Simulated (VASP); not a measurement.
OSZICAR of a VASP run on Tb (hcp):

### OSZICAR
```
       N       E                     dE             d eps       ncg     rms          rms(c)
DAV:   1     0.480763601511E+02    0.48076E+02   -0.89253E+03  1976   0.125E+03
DAV:   2    -0.237611947880E+01   -0.50452E+02   -0.49455E+02  2056   0.265E+02
DAV:   3    -0.452770156189E+01   -0.21516E+01   -0.20326E+01  2701   0.318E+01
DAV:   4    -0.456928611258E+01   -0.41585E-01   -0.41294E-01  2290   0.454E+00
DAV:   5    -0.457029488155E+01   -0.10088E-02   -0.10080E-02  2707   0.565E-01    0.240E+01
DAV:   6    -0.458213922309E+01   -0.11844E-01   -0.17913E-02  2376   0.115E+00    0.143E+01
DAV:   7    -0.459584759853E+01   -0.13708E-01   -0.34162E-02  2277   0.161E+00    0.221E-01
DAV:   8    -0.459572194861E+01    0.12565E-03   -0.17312E-03  2391   0.338E-01    0.733E-02
DAV:   9    -0.459574497794E+01   -0.23029E-04   -0.22427E-04  2396   0.114E-01    0.342E-02
DAV:  10    -0.459573958125E+01    0.53967E-05   -0.32182E-05  2376   0.430E-02    0.353E-02
DAV:  11    -0.459574127809E+01   -0.16968E-05   -0.43468E-06  2321   0.148E-02    0.144E-03
DAV:  12    -0.459574146668E+01   -0.18859E-06   -0.30810E-07  2286   0.430E-03    0.434E-03
DAV:  13    -0.459574139140E+01    0.75282E-07   -0.52354E-08  1368   0.182E-03
   1 F= -.45957414E+01 E0= -.45957688E+01  d E =-.459574E+01
       N       E                     dE             d eps       ncg     rms          rms(c)
DAV:   1    -0.459703557997E+01   -0.12941E-02   -0.46870E-02  2001   0.160E+00    0.136E-01
DAV:   2    -0.459640753655E+01    0.62804E-03   -0.80988E-04  2341   0.246E-01    0.879E-02
DAV:   3    -0.459613765538E+01    0.26988E-03   -0.36201E-04  2437   0.147E-01    0.431E-02
DAV:   4    -0.459613933057E+01   -0.16752E-05   -0.49744E-05  2479   0.523E-02    0.210E-02
DAV:   5    -0.459613940002E+01   -0.69444E-07   -0.11246E-06  2559   0.779E-03    0.310E-03
DAV:   6    -0.459613935603E+01    0.43990E-07   -0.12846E-07  1718   0.268E-03
   2 F= -.45961394E+01 E0= -.45960353E+01  d E =-.397965E-03
       N       E                     dE             d eps       ncg     rms          rms(c)
DAV:   1    -0.459689689850E+01   -0.75750E-03   -0.33617E-02  1991   0.135E+00    0.115E-01
DAV:   2    -0.459644487520E+01    0.45202E-03   -0.58251E-04  2311   0.208E-01    0.755E-02
DAV:   3    -0.459625252803E+01    0.19235E-03   -0.25501E-04  2437   0.123E-01    0.387E-02
DAV:   4    -0.459625342759E+01   -0.89956E-06   -0.35508E-05  2492   0.443E-02    0.183E-02
DAV:   5    -0.459625345308E+01   -0.25492E-07   -0.81644E-07  2485   0.666E-03
   3 F= -.45962535E+01 E0= -.45960387E+01  d E =-.512062E-03
```

**Question.** Which electronic solver shows in the log?

**Answer.** It is blocked Davidson (ALGO = Normal, or the opening steps of other solvers). The INCAR had ALGO = Normal.

**Question.** Can the final energy be trusted as converged?

**Answer.** The run converged. It stopped with EDIFF = 1E-7, NELM = 100, NSW = 30 and EDIFFG = -0.01 after 3 ionic steps (rev-vdW-DF2, plane waves, VASP's PBE PAW potentials (set 64)). The 4f electrons are frozen in the core of the lanthanide potential, so 4f levels, which can set the real gap, and their magnetism are missing.

The compound is Tb in the hcp structure. This cell is one point of a volume scan, at 0.97 of the reference volume. Symmetry was kept, so distortions that lower it aren't found.
